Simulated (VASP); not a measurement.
```
MgSe
1.0
    3.85242     0.00000     0.00000
    0.00000     3.85242     0.00000
    0.00000     0.00000    25.86374
Mg Se
4 4
Direct
  0.00000   0.50000   0.34201
  0.50000   0.00000   0.44734
  0.00000   0.50000   0.55266
  0.50000   0.00000   0.65799
  0.00000   0.50000   0.44734
  0.50000   0.00000   0.34201
  0.00000   0.50000   0.65799
  0.50000   0.00000   0.55266
```

The numbers are results of PBEsol GGA, VASP's PBE PAW potentials (set 64) (plane waves; VASP), not measurements. Numerical set-up: PREC = Normal, EDIFF = 1E-5, 400 eV cut-off, 5×5×1 Γ-centred mesh, Gaussian smearing of 0.050 eV, potentials Mg Se.

Q: The ions are relaxed. Which structure does the run end with?

A: 
```
MgSe
1.0
    3.85242     0.00000     0.00000
    0.00000     3.85242     0.00000
    0.00000     0.00000    25.86374
Mg Se
4 4
Direct
  0.00000   0.50000   0.34878
  0.50000   0.00000   0.44259
  0.00000   0.50000   0.55741
  0.50000   0.00000   0.65122
  0.00000   0.50000   0.44983
  0.50000   0.00000   0.33761
  0.00000   0.50000   0.66239
  0.50000   0.00000   0.55017
```

Q: How much energy does the relaxation gain?

A: The energy (σ→0) changes by -20.2 meV/atom, in 7 ionic steps.

The cell is a thin slab with vacuum, built from MgSe (rock salt): (100) face.
